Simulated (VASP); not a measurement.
Data:

```yaml
crystal:
  lattice:
    - [-1.71362, 1.71362, 1.71362]
    - [1.71362, -1.71362, 1.71362]
    - [1.71362, 1.71362, -1.71362]
  atoms:
    - { symbol: Li, position: [0.00000, 0.00000, 0.00000] }
```

These are rev-vdW-DF2, VASP's PBE PAW potentials (set 64) (plane waves; VASP) values and carry that method's errors. Run with 520 eV cut-off, Gaussian smearing of 0.050 eV, potentials Li_sv.

Task: Give the energies of bands 2 to 4 at the high-symmetry points, in eV from the Fermi level.

Result: 
| band | Γ | H | N | P |
|---|---|---|---|---|
| 2 | -3.59 | 5.50 | 0.21 | 3.36 |
| 3 | 14.55 | 5.50 | 3.26 | 3.36 |
| 4 | 14.55 | 5.50 | 10.34 | 3.36 |

It has no gap at this level: it comes out as a metal or semimetal.

The compound is Li in the bcc structure. It was relaxed first, which changed the volume by -5 %.
